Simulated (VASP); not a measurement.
These are PBE GGA, VASP's PBE PAW potentials (set 64) (plane waves; VASP) values and carry that method's errors.

VASP ran on this input.

INCAR:
```
SYSTEM = InP
PREC = Accurate; ENCUT = 300; LREAL = F
LASPH = T
EDIFF = 1E-6; NELM = 100; ALGO = Normal
LMAXMIX = 4
ISMEAR = -1; SIGMA = 0.02
GGA = PE
ISIF = 2
LWAVE = F; LCHARG = F
```

### KPOINTS
```
K-points
0
gamma
 7 7 7
0 0 0
```

POSCAR:
```
InP
2.9350
  0.0000000000   1.0000000000   1.0000000000
  1.0000000000   0.0000000000   1.0000000000
  1.0000000000   1.0000000000   0.0000000000
In P
1 1
Direct
  0.0000000000   0.0000000000   0.0000000000
  0.2500000000   0.2500000000   0.2500000000
```

POTCAR, in this order: In_d P (PBE.64 set). Program: vasp_std.

At this cut-off the stress carries a Pulay error, which pulls relaxed volumes low. Unless said otherwise, spin-orbit coupling is left out, though it shifts the bands of the heavy elements here.

Task: Predict the energy per atom (σ→0), pressure, band gap (on the k-mesh).

Result: 
```yaml
energy per atom (σ→0): -4190 meV/atom
band gap (on the k-mesh): 0.68 eV
pressure: 2.61 GPa
```

OSZICAR:
```
...
DAV:   7    -0.837857799349E+01    0.28567E-01   -0.19897E-01   713   0.377E+00    0.127E+00
DAV:   8    -0.837873288317E+01   -0.15489E-03   -0.16444E-02   636   0.184E+00    0.379E-01
DAV:   9    -0.837946957094E+01   -0.73669E-03   -0.21681E-03   638   0.673E-01    0.201E-01
DAV:  10    -0.837952022818E+01   -0.50657E-04   -0.20600E-04   758   0.130E-01    0.145E-01
DAV:  11    -0.837955813051E+01   -0.37902E-04   -0.17467E-05   600   0.317E-02    0.754E-02
DAV:  12    -0.837958160328E+01   -0.23473E-04   -0.60921E-05   570   0.126E-01    0.224E-02
DAV:  13    -0.837958186932E+01   -0.26604E-06   -0.24865E-06   603   0.144E-02
   1 F= -.83795819E+01 E0= -.83795819E+01  d E =-.277766E-09
```

The structure is a typed InP crystal (F-43m). The cell was not relaxed at this level.
